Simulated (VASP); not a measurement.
# Be27N2 in VASP: further runs, part 2 of 2

VASP 6.6.1. Earlier steps stand in the parts before.

## 3. Single point, PBE+D3(BJ)

File INCAR:

```
PREC = Accurate
ENCUT = 520
EDIFF = 1E-7
ISMEAR = 0
SIGMA = 0.15
LREAL = Auto
LASPH = True
NELM = 100
ALGO = Fast
ISIF = 2
LWAVE = False
LCHARG = True
GGA = PE
IVDW = 12
LELF = True
LVHAR = True
NBANDS = 52
```

File KPOINTS:

```
Automatic mesh
0
Gamma
  4 4 1
```

File POSCAR:

```
Be27N2
1.0
    6.8700000000      0.0000000000      0.0000000000
    3.4350000000      5.9495950000      0.0000000000
    0.0000000000      0.0000000000     14.5884300000
Be N
27 2
Direct
    0.0000000000      0.0000000000      0.0685474722
    0.3333333333      0.0000000000      0.0685474722
    0.6666666667      0.0000000000      0.0685474722
    0.0000000280      0.3333332773      0.0685474722
    0.3333333613      0.3333332773      0.0685474722
    0.6666666947      0.3333332773      0.0685474722
   -0.0000000280      0.6666667227      0.0685474722
    0.3333333053      0.6666667227      0.0685474722
    0.6666666387      0.6666667227      0.0685474722
   -0.1108071779      0.2219616629      0.1933524718
    0.2221913391      0.2224292578      0.1934382932
    0.5553706428      0.2220776372      0.1933778344
   -0.1111889310      0.5554727675      0.1933423268
    0.2224230598      0.5553850304      0.1934374021
    0.5554374357      0.5557810238      0.1933999066
   -0.1112050991      0.8891380001      0.1934885385
    0.2220219391      0.8888571407      0.1934027856
    0.5557466997      0.8888460475      0.1933234077
    0.0000093097      0.0000620210      0.3183598235
    0.3333904667     -0.0000630295      0.3182546031
    0.6665743793      0.0000206737      0.3183642105
   -0.0000153998      0.3333289073      0.3181908540
    0.3333791413      0.3333147887      0.3184156897
    0.6667026383      0.3331932678      0.3180243522
   -0.0000167565      0.6665915915      0.3183568074
    0.3332908804      0.6666959684      0.3182913446
    0.6666793786      0.6667937902      0.3179340752
    0.6028865114      0.5320520136      0.5728687049
    0.7684498801      0.5212321175      0.5714563527
```

Potentials or basis: VASP PAW PBE potentials, release 64 (Be, N).

Launch:

```
cat potpaw_PBE.64/Be/POTCAR potpaw_PBE.64/N/POTCAR > POTCAR
mpirun -np 1 vasp_std > vasp.out
```

OUTCAR:

```text
PREC = Accurate
   ENCUT = 520
   EDIFF = 1E-7
   ISMEAR = 0
   LREAL = Auto
   LASPH = True
   NELM = 100
   ISIF = 2
   GGA = PE
   IVDW = 12
 IVDW          = 12

 ion  position               nearest neighbor table
   1  0.000  0.000  0.069-  10 2.25  17 2.25  16 2.25   8 2.29   4 2.29   6 2.29   7 2.29   3 2.29
                             2 2.29
   2  0.333  0.000  0.069-  18 2.25  17 2.25  11 2.25   8 2.29   4 2.29   5 2.29   9 2.29   1 2.29
                             3 2.29
   3  0.667  0.000  0.069-  18 2.25  12 2.25  16 2.25   7 2.29   6 2.29   9 2.29   5 2.29   1 2.29
                             2 2.29
   4  0.000  0.333  0.069-  13 2.25  10 2.25  11 2.25   2 2.29   1 2.29   5 2.29   6 2.29   9 2.29
                             7 2.29
   5  0.333  0.333  0.069-  12 2.25  11 2.25  14 2.25   2 2.29   3 2.29   4 2.29   6 2.29   7 2.29
                             8 2.29
   6  0.667  0.333  0.069-  10 2.25  15 2.25  12 2.25   3 2.29   1 2.29   4 2.29   5 2.29   8 2.29
                             9 2.29
   7  1.000  0.667  0.069-  13 2.25  14 2.25  16 2.25   3 2.29   1 2.29   9 2.29   8 2.29   5 2.29
                             4 2.29
   8  0.333  0.667  0.069-  15 2.25  17 2.25  14 2.25   2 2.29   1 2.29   7 2.29   9 2.29   6 2.29
                             5 2.29
[... 279 lines left out ...]
      4      -8.0511      2.00000
      5      -7.1485      2.00000
      6      -7.1277      2.00000
[... 459 lines left out ...]
     43       2.7266      0.00000
     44       3.3584      0.00000
 [bands above 44 left out]

------------------------ aborting loop because EDIFF is reached ----------------------------------------

 Edisp (eV)   -6.05172

 E8    (eV) :    -2.1905

  FORCE on cell =-STRESS in cart. coord.  units (eV):
  Direction    XX          YY          ZZ          XY          YZ          ZX
  --------------------------------------------------------------------------------------
  -------------------------------------------------------------------------------------
  Total     -24.68617   -26.57005    -0.07389    -0.11118     0.00449    -0.03385
  in kB     -66.33024   -71.39213    -0.19854    -0.29872     0.01206    -0.09095
  external pressure =      -45.97 kB  Pullay stress =        0.00 kB

 VOLUME and BASIS-vectors are now :
 -----------------------------------------------------------------------------
  energy-cutoff  :      520.00
  volume of cell :      596.28
      direct lattice vectors                 reciprocal lattice vectors
     6.870000000  0.000000000  0.000000000     0.145560408 -0.084039334  0.000000000
     3.435000000  5.949595000  0.000000000     0.000000000  0.168078668  0.000000000
     0.000000000  0.000000000 14.588430000     0.000000000  0.000000000  0.068547472

 POSITION                                       TOTAL-FORCE (eV/Angst)
 -----------------------------------------------------------------------------------
      0.00000      0.00000      1.00000        -0.002163     -0.004813     -0.007256
      2.29000      0.00000      1.00000        -0.000423      0.004530     -0.005199
      4.58000      0.00000      1.00000         0.002209      0.000796     -0.006571
      1.14500      1.98320      1.00000         0.003333     -0.003010     -0.006878
      3.43500      1.98320      1.00000        -0.002389     -0.002686     -0.005762
      5.72500      1.98320      1.00000        -0.001161     -0.000979     -0.005121
[... 21 lines left out ...]
      5.96943      3.16549      8.35726        -1.731126      0.101734      0.029857
      7.06968      3.10112      8.33665         1.732053     -0.101718     -0.034664
 -----------------------------------------------------------------------------------
    total drift:                                0.000963     -0.000332      0.000375

  FREE ENERGIE OF THE ION-ELECTRON SYSTEM (eV)
  ---------------------------------------------------
  free  energy   TOTEN  =      -115.0603753589 eV

  energy  without entropy=     -114.9022320579  energy(sigma->0) =     -114.98130371
```

OSZICAR:

```text
N       E                     dE             d eps       ncg     rms          rms(c)
DAV:   1     0.224893771484E+03    0.22489E+03   -0.22070E+04  1040   0.943E+02
DAV:   2    -0.868843047888E+02   -0.31178E+03   -0.29401E+03  1392   0.186E+02
DAV:   3    -0.115533931612E+03   -0.28650E+02   -0.27778E+02  1304   0.515E+01
[... 13 lines left out ...]
RMM:  17    -0.109008650011E+03   -0.84651E-04   -0.58838E-05  1388   0.204E-02    0.448E-03
RMM:  18    -0.109008652387E+03   -0.23755E-05   -0.14941E-05  1453   0.929E-03    0.165E-03
RMM:  19    -0.109008654657E+03   -0.22704E-05   -0.41488E-06  1440   0.493E-03    0.530E-04
RMM:  20    -0.109008655011E+03   -0.35373E-06   -0.11568E-06  1277   0.239E-03    0.267E-04
RMM:  21    -0.109008655064E+03   -0.52560E-07   -0.32037E-07  1064   0.117E-03
   1 F= -.11506038E+03 E0= -.11498130E+03  d E =-.158143E+00
```

Run time: 14 min. Hardware: 1 thread of Intel Xeon Platinum 8488C (Sapphire Rapids), shared host; peak memory 0.73 GiB.

What came out:

```
Free energy                : -115.0604 eV
Largest force              : 1.735 eV/Å
Band gap on the k mesh     : none (metal or under the smearing width)
Dispersion energy per atom : -0.209 eV
```

Forces on the atoms (eV/Å):
```
Be  -0.002 -0.005 -0.007
Be   0.000  0.005 -0.005
Be   0.002  0.001 -0.007
Be   0.003 -0.003 -0.007
Be  -0.002 -0.003 -0.006
Be  -0.001 -0.001 -0.005
Be   0.004  0.004 -0.004
Be  -0.003  0.002 -0.006
Be  -0.001  0.000 -0.007
Be  -0.001  0.001 -0.001
Be   0.000 -0.002 -0.001
Be   0.001  0.000  0.000
Be   0.001  0.000  0.001
Be   0.000  0.001  0.000
Be  -0.001 -0.001 -0.002
Be   0.000 -0.001 -0.001
Be   0.001  0.000  0.001
Be  -0.001  0.001 -0.001
Be  -0.001  0.001  0.007
Be   0.000 -0.001  0.009
Be   0.001 -0.001  0.006
Be   0.000 -0.001  0.008
Be   0.000  0.000  0.006
Be  -0.001  0.000  0.006
Be   0.000  0.001  0.006
Be   0.001 -0.001  0.008
Be  -0.001  0.001  0.008
N   -1.731  0.102  0.030
N    1.732 -0.102 -0.035
```

Levels at points of the mesh, in eV from the Fermi level:
```csv
k point,band 29,band 30,band 31,band 32,band 33,band 34,band 35,band 36
"(0.00, 0.00, 0.00)",-0.62,-0.22,-0.20,0.84,0.85,0.89,0.89,1.82
"(0.50, 0.00, 0.00)",-0.75,-0.74,-0.01,0.00,0.00,0.00,1.23,1.24
"(0.50, 0.50, 0.00)",-0.75,-0.74,-0.01,0.00,0.00,0.00,1.23,1.24
"(0.00, 0.50, 0.00)",-0.75,-0.73,-0.01,0.00,0.00,0.00,1.22,1.23
```

Caveat: the standard files for N, O and F lose accuracy on very short bonds.
